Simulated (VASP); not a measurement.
VASP runs on GaAs (space group P-6m2) share one base input (PBE GGA, plane waves, VASP's PBE PAW potentials (set 64)) and change the settings named in each case.

KPOINTS:
```
Automatic mesh
0
gamma
 11 11 10
0 0 0
```

INCAR:
```
LCHARG = .False.
ENCUT = 300   # plane-wave cut-off (eV)
PREC = Accurate
GGA = PE   # PBE
LMAXMIX = 4   # l cut-off of mixed one-centre charges
NELM = 100   # most electronic steps
LREAL = .False.   # projection in real space or not
ISMEAR = -1   # Fermi-Dirac
LWAVE = .False.
LASPH = .True.
ISIF = 2
SIGMA = 0.136   # width (eV)
EDIFF = 1E-6   # SCF stop (eV)
ALGO = Normal   # blocked Davidson
SYSTEM = GaAs
```

**POSCAR**
```
GaAs
1
    3.4453500000     0.0000000000     0.0000000000
   -1.7226750000     2.9837610000     0.0000000000
    0.0000000000     0.0000000000     3.3624910000
Ga As
1 1
Direct
  0.0000000000   0.0000000000   0.0000000000
  0.6666670000   0.3333330000   0.5000000000
```

POTCAR, in this order: Ga_d As (PBE.64 set). Program: vasp_std.

```csv
change,E(σ→0) (eV/atom),pressure (GPa),−TS (eV)
base run,-3.6058,13.71,-0.0470
"GGA removed, POTCAR Ga_d As (LDA.64 set)",-4.4044,…,…
"GGA_COMPAT = .FALSE., LNONCOLLINEAR = .TRUE., LSORBIT = .TRUE., MAGMOM = 0.0 0.0 0.0 0.0 0.0 0.0, program vasp_ncl",-3.6148,13.70,-0.0471
KPOINTS 4×4×3 Γ-centred mesh,-3.4595,14.93,-0.0646
```

What belongs in the gaps?

- GGA removed, POTCAR Ga_d As (LDA.64 set), pressure (GPa): 6.84
- GGA removed, POTCAR Ga_d As (LDA.64 set), −TS (eV): -0.0474

Energies of different potentials or functionals have different zeros.  At 300 eV the pressure can carry a Pulay error.

Left out are runs that ran out of time, are held back, or changed the cell or the kind of run, fixed moments of cells without a moment, rows past the twelfth, gaps on odd meshes, pressures of charged cells and columns that move by less than the noise.

The structure was generated: GaAs was put into an ordered model structure, which need not be its known phase. The cell was not relaxed at this level, its lattice was scaled by up to 2.5 %.
